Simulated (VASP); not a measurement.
Given:

```yaml
crystal:
  lattice:
    - [0.00000, 2.75807, 2.75807]
    - [2.75807, 0.00000, 2.75807]
    - [2.75807, 2.75807, 0.00000]
  atoms:
    - { symbol: Ca, position: [0.00000, 0.00000, 0.00000] }
    - { symbol: F, position: [0.25000, 0.25000, 0.25000] }
    - { symbol: F, position: [0.75000, 0.75000, 0.75000] }
```

Computed with PBE GGA, VASP's PBE PAW potentials (set 64) (plane waves; VASP 6.6.1). Run with 600 eV cut-off, 6×6×6 Γ-centred mesh, Gaussian smearing of 0.050 eV, potentials Ca_sv F.

Question: What does the run give for the energy per atom (σ→0), band gap (on the k-mesh) with the smallest direct gap where there is one?

Answer: 
The band gap (on the k-mesh) is 7.11 eV and the smallest direct gap (on the k-mesh) is 7.36 eV. The energy per atom (σ→0) is -5.782 eV/atom.

The compound is CaF2 in the fluorite structure. It was relaxed first.
